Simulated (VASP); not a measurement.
Given:

```
HgS
1.0
    0.00000     2.70690     2.70690
    2.70690     0.00000     2.70690
    2.70690     2.70690     0.00000
Hg S
1 1
Cartesian
  0.00000   0.00000   0.00000
  2.70690   2.70690   2.70690
```

These are LDA (Ceperley-Alder, Perdew-Zunger), VASP's LDA PAW potentials (set 64) (plane waves; VASP 6.6.1) values and carry that method's errors. Run with 400 eV cut-off, 13×13×13 Γ-centred mesh, tetrahedra with Blöchl corrections, potentials Hg S.

Unless said otherwise, spin-orbit coupling is left out, though it shifts the bands of the heavy elements here.

### Question
Tabulate the total density of states (states/eV per cell) against energy (eV; zero at the valence-band maximum or, without a gap, the Fermi level).

### Answer

```
E (eV) | DOS (states/eV)
    -9.98 |  0.00
    -9.38 |  0.00
    -8.90 |  0.00
    -8.30 |  0.00
    -7.70 | # 0.28
    -7.22 | ################ 4.55
    -6.62 | ################## 5.09
    -6.02 | ############################## 8.32
    -5.54 | ## 0.68
    -4.94 | ###### 1.61
    -4.34 | #### 1.23
    -3.86 | ## 0.62
    -3.26 | ### 0.71
    -2.66 | #### 1.14
    -2.18 | #### 1.19
    -1.58 | ##### 1.40
    -0.98 | #### 1.17
    -0.50 | #### 1.07
     0.10 | ### 0.73
     0.70 | # 0.24
     1.18 | # 0.33
     1.78 | ## 0.49
     2.38 | #### 0.99
     2.86 | ### 0.74
     3.46 | ## 0.43
```
Within 2 eV below the Fermi level the largest weight inside VASP's projection spheres is S p, then Hg d.

The structure comes from a computed database's HgS entry (Fm-3m); how it stands against other phases isn't given here. It was relaxed first, which changed the volume by -9 %.
